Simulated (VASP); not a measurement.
Here is the system:

```xyz
1
Lattice="0.0000 2.6055 2.6055 2.6055 0.0000 2.6055 2.6055 2.6055 0.0000" Properties=species:S:1:pos:R:3 pbc="T T T"
Na     0.0000     0.0000     0.0000
```

Calculation: PBEsol GGA, VASP's PBE PAW potentials (set 64) (plane waves; VASP). Run with 400 eV cut-off, 11×11×11 Γ-centred mesh, first-order Methfessel-Paxton smearing of 0.10 eV, potentials Na_pv.

What does the run give for the energy per atom (σ→0), band gap (on the k-mesh) with the smallest direct gap where there is one?

```yaml
band gap (on the k-mesh): none (metal, semimetal or under 0.01 eV)
energy per atom (σ→0): -1.395 eV/atom
```

Only differences to runs with the same potentials and settings are physical.

The structure was generated: Na was put into the fcc type (Fm-3m), which need not be its known phase. It was relaxed first, which changed the volume by -7 %. The start is the result of an earlier pass.
